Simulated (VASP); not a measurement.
Input:

```xyz
2
Lattice="0.0000 3.0587 3.0587 3.0587 0.0000 3.0587 3.0587 3.0587 0.0000" Properties=species:S:1:pos:R:3 pbc="T T T"
Pb     0.0000     0.0000     0.0000
S      3.0587     3.0587     3.0587
```

Level of theory: revPBE GGA, VASP's PBE PAW potentials (set 64) (plane waves; VASP 6.6.1). Run with 520 eV cut-off, 8×8×8 Γ-centred mesh, Gaussian smearing of 0.050 eV, potentials Pb_d S.

Unless said otherwise, spin-orbit coupling is left out, though it shifts the bands of the heavy elements here.

Question: Predict the energy per atom (σ→0), pressure, band gap (on the k-mesh) with the smallest direct gap where there is one.

Answer: 
| Item | Result |
|---|---|
| band gap (on the k-mesh) | 0.73 eV |
| smallest direct gap (on the k-mesh) | 0.73 eV |
| energy per atom (σ→0) | -4089 meV/atom |
| pressure | -1.33 GPa |

Only differences to runs with the same potentials and settings are physical.

The compound is PbS in the rock salt structure. This cell is one point of a volume scan, at 1.03 of the reference volume.
